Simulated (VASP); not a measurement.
Consider the following.

```
AlNi
1.0
    2.83404     0.00000     0.00000
    0.00000     2.83404     0.00000
    0.00000     0.00000     2.83404
Al Ni
1 1
Cartesian
  1.41702   1.41702   1.41702
  0.00000   0.00000   0.00000
```

Level of theory: LDA (Ceperley-Alder, Perdew-Zunger), VASP's LDA PAW potentials (set 64) (plane waves; VASP). Numerical set-up: 400 eV cut-off, Gaussian smearing of 0.050 eV, potentials Al Ni.

### Question
Give the energies of bands 1 to 9 at the high-symmetry points, in eV from the Fermi level.

### Answer

| band | Γ | X | M | R |
|---|---|---|---|---|
| 1 | -11.46 | -7.08 | -5.56 | -4.36 |
| 2 | -3.50 | -7.04 | -3.62 | -4.36 |
| 3 | -3.50 | -2.99 | -2.98 | -4.36 |
| 4 | -1.68 | -2.43 | -2.98 | -1.08 |
| 5 | -1.68 | -2.43 | -2.25 | -1.08 |
| 6 | -1.68 | -1.58 | -2.25 | 1.98 |
| 7 | 5.67 | -0.70 | -1.11 | 1.98 |
| 8 | 5.67 | 8.41 | 1.54 | 1.98 |
| 9 | 5.67 | 10.21 | 2.71 | 4.03 |

It has no gap at this level: it comes out as a metal or semimetal.

The structure comes from a computed database's AlNi entry (Pm-3m); how it stands against other phases isn't given here. It was relaxed first. The run is not spin-polarised, so no magnetic state was tried. The electron count is odd and the run is not spin-polarised, which forces a metal.
